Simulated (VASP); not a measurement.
Level of theory: r2SCAN meta-GGA, VASP's PBE PAW potentials (set 64) (plane waves; VASP).

Input for VASP

KPOINTS:
```
Regular mesh
0
G
 11 11 11
0 0 0
```

File POSCAR:
```
C
1.0
  1.2292202695   0.7096899975   3.4807890375
 -1.2292202695   0.7096899975   3.4807890375
  0.0000000000  -1.4193818319   3.4807892887
C
2
Cartesian
  0.0000000000  -0.0000003115   1.7382986696
  0.0000000000  -0.0000015254   8.7040686941
```

INCAR:
```
LASPH = T   ! aspherical one-centre terms
ENCUT = 520   ! plane-wave cut-off (eV)
LWAVE = F
ISMEAR = 0   ! Gaussian
IBRION = 2   ! conjugate gradients
LCHARG = F
LMIXTAU = T
NELM = 100
EDIFFG = -0.01
ALGO = Normal   ! blocked Davidson
SYSTEM = C
EDIFF = 1E-6   ! SCF stop (eV)
PREC = Accurate
LREAL = F
ISIF = 3   ! ions, shape and volume
NSW = 60   ! most ionic steps
METAGGA = R2SCAN
SIGMA = 0.05   ! width (eV)
```

POTCAR, in this order: C (PBE.64 set). Program: vasp_std.

Q: What will the output report for the number of irreducible k-points (NKPTS), number of bands (NBANDS), largest plane-wave count, number of space-group operations, FFT grid (NGX, NGY, NGZ)?

A: 
- number of irreducible k-points (NKPTS) = 146
- number of bands (NBANDS) = 8
- largest plane-wave count = 506
- number of space-group operations = 12
- FFT grid (NGX, NGY, NGZ) = 28 × 28 × 28

The structure was generated: C was put into the A7 type (R-3m), which need not be its known phase. This run relaxes it. Symmetry was kept, so distortions that lower it aren't found. The start is the result of an earlier pass.
